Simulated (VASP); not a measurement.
Input:

```yaml
crystal:
  lattice:
    - [4.33563, 0.00000, 0.00000]
    - [0.00000, 4.33563, 0.00000]
    - [0.00000, 0.00000, 4.33563]
  atoms:
    - { symbol: Cs, position: [0.00000, 0.00000, 0.00000] }
    - { symbol: Br, position: [0.50000, 0.50000, 0.50000] }
```

Computed with revTPSS meta-GGA, VASP's PBE PAW potentials (set 64) (plane waves; VASP). Settings: 520 eV cut-off, 7×7×7 Γ-centred mesh, tetrahedra with Blöchl corrections, potentials Cs_sv Br.

Unless said otherwise, spin-orbit coupling is left out, though it shifts the bands of the heavy elements here.

Task: What does the run give for the energy per atom (σ→0), band gap (over mesh and band path) with the smallest direct gap where there is one?

Result: 
```json
{
  "band gap (over mesh and band path)": "4.73 eV",
  "smallest direct gap (over mesh and band path)": "4.74 eV",
  "energy per atom (σ→0)": "1125.1 kJ/mol of atoms"
}
```

Total energies compare only between runs with the same potentials, cut-off and functional.

The compound is CsBr in the CsCl type structure. It was relaxed first.
